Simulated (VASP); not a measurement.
Method: PBEsol GGA, VASP's PBE PAW potentials (set 64) (plane waves; VASP).

VASP input:

**INCAR**
```
# general
SYSTEM  = GaAs
PREC    = Accurate
ENCUT   = 400   # plane-wave cut-off (eV)
LREAL   = F
LASPH   = T

# electronic loop
EDIFF   = 1E-6   # SCF stop (eV)
NELM    = 100   # most electronic steps
ALGO    = Normal   # blocked Davidson
LMAXMIX = 4

# smearing
ISMEAR  = 0   # Gaussian
SIGMA   = 0.05   # width (eV)

# functional
GGA     = PS   # PBEsol

# ions
IBRION  = 2   # conjugate gradients
NSW     = 60   # most ionic steps
ISIF    = 3
EDIFFG  = -0.01   # ionic stop

# output
LWAVE   = F
LCHARG  = F
```

KPOINTS:
```
Regular mesh
0
G
 7 7 7
```

File POSCAR:
```
GaAs
1
    0.0000000000     2.7828280000     2.7828280000
    2.7828280000     0.0000000000     2.7828280000
    2.7828280000     2.7828280000     0.0000000000
Ga As
1 1
Direct
  0.0000000000   0.0000000000   0.0000000000
  0.2500000000   0.2500000000   0.2500000000
```

POTCAR, in this order: Ga_d As (PBE.64 set). Program: vasp_std.

Output of the run:

**OSZICAR**
```
       N       E                     dE             d eps       ncg     rms          rms(c)
DAV:   1     0.714687002872E+02    0.71469E+02   -0.81576E+03   520   0.165E+03
DAV:   2    -0.419463747861E+01   -0.75663E+02   -0.73447E+02   580   0.289E+02
DAV:   3    -0.919394607504E+01   -0.49993E+01   -0.49823E+01   645   0.685E+01
DAV:   4    -0.926735925307E+01   -0.73413E-01   -0.73401E-01   592   0.926E+00
DAV:   5    -0.926842886424E+01   -0.10696E-02   -0.10694E-02   675   0.890E-01    0.311E+00
DAV:   6    -0.909099191628E+01    0.17744E+00   -0.28325E-01   810   0.119E+01    0.185E+00
DAV:   7    -0.905392898605E+01    0.37063E-01   -0.76890E-02   760   0.267E+00    0.549E-01
DAV:   8    -0.905204256241E+01    0.18864E-02   -0.10465E-02   615   0.143E+00    0.116E-01
DAV:   9    -0.905219451655E+01   -0.15195E-03   -0.81793E-04   641   0.386E-01    0.430E-02
DAV:  10    -0.905222037967E+01   -0.25863E-04   -0.58304E-05   708   0.908E-02    0.230E-02
DAV:  11    -0.905223964392E+01   -0.19264E-04   -0.23240E-05   570   0.546E-02    0.235E-03
DAV:  12    -0.905223970087E+01   -0.56953E-07   -0.77219E-07   445   0.156E-02
   1 F= -.90522397E+01 E0= -.90522397E+01  d E =-.905224E+01
       N       E                     dE             d eps       ncg     rms          rms(c)
DAV:   1    -0.988862026662E+01   -0.83638E+00   -0.11873E+01   675   0.771E+01    0.510E+00
DAV:   2    -0.925918413735E+01    0.62944E+00   -0.10075E+00   630   0.205E+01    0.244E+00
DAV:   3    -0.908666211144E+01    0.17252E+00   -0.27541E-01   685   0.106E+01    0.423E-01
DAV:   4    -0.907275538309E+01    0.13907E-01   -0.23453E-02   615   0.283E+00    0.181E-01
DAV:   5    -0.907084519813E+01    0.19102E-02   -0.15803E-03   598   0.603E-01    0.580E-02
DAV:   6    -0.907068218662E+01    0.16301E-03   -0.52585E-04   635   0.479E-01    0.231E-02
DAV:   7    -0.907067841823E+01    0.37684E-05   -0.71838E-05   640   0.179E-01    0.608E-03
DAV:   8    -0.907067919641E+01   -0.77818E-06   -0.88108E-06   615   0.350E-02
   2 F= -.90706792E+01 E0= -.90706790E+01  d E =-.184395E-01
       N       E                     dE             d eps       ncg     rms          rms(c)
DAV:   1    -0.917583627916E+01   -0.10516E+00   -0.13005E+00   670   0.224E+01    0.183E+00
DAV:   2    -0.909769231241E+01    0.78144E-01   -0.15458E-01   635   0.102E+01    0.816E-01
DAV:   3    -0.907898495900E+01    0.18707E-01   -0.20956E-02   685   0.291E+00    0.199E-01
DAV:   4    -0.907709414044E+01    0.18908E-02   -0.20019E-03   576   0.625E-01    0.625E-02
DAV:   5    -0.907684055095E+01    0.25359E-03   -0.15440E-04   633   0.185E-01    0.140E-02
DAV:   6    -0.907683677681E+01    0.37741E-05   -0.93662E-06   758   0.379E-02    0.756E-03
DAV:   7    -0.907683720980E+01   -0.43299E-06   -0.13189E-06   380   0.198E-02
   3 F= -.90768372E+01 E0= -.90768372E+01  d E =-.245975E-01
```

File OUTCAR:
```
------------------------ aborting loop because EDIFF is reached ----------------------------------------
  FORCE on cell =-STRESS in cart. coord.  units (eV):
  Direction    XX          YY          ZZ          XY          YZ          ZX
  --------------------------------------------------------------------------------------
  Total       -0.0126410     -0.0126410     -0.0126410      0.0000000      0.0000000      0.0000000
  in kB       -0.4475847     -0.4475847     -0.4475847      0.0000000      0.0000000      0.0000000
  external PRESSURE =      -0.4475847 kB  Pullay stress =       0.0000000 kB
  volume of cell :       45.25
      direct lattice vectors                 reciprocal lattice vectors
    -0.000000000  2.828325428  2.828325428    -0.176783052  0.176783052  0.176783052
     2.828325428  0.000000000  2.828325428     0.176783052 -0.176783052  0.176783052
     2.828325428  2.828325428  0.000000000     0.176783052  0.176783052 -0.176783052
  FREE ENERGIE OF THE ION-ELECTRON SYSTEM (eV)
  ---------------------------------------------------
  free  energy   TOTEN  =        -9.0768372098 eV

  energy  without entropy=       -9.0768372098  energy(sigma->0) =       -9.07683721

 reached required accuracy - stopping structural energy minimisation
```
(Selected blocks of OUTCAR.)

### CONTCAR
```
GaAs
   1.00000000000000
    -0.0000000000000000    2.8283254275188523    2.8283254275188523
     2.8283254275188523    0.0000000000000000    2.8283254275188523
     2.8283254275188523    2.8283254275188523    0.0000000000000000
  Ga              As
     1     1
Direct
     0.0000000000000000    0.0000000000000000    0.0000000000000000
     0.2500000000000000    0.2500000000000000    0.2500000000000000
```

Energy and stress use the plane-wave basis of the starting cell.

The structure was generated: GaAs was put into the zinc blende type (F-43m), which need not be its known phase. This run relaxes it. Symmetry was kept, so distortions that lower it aren't found.
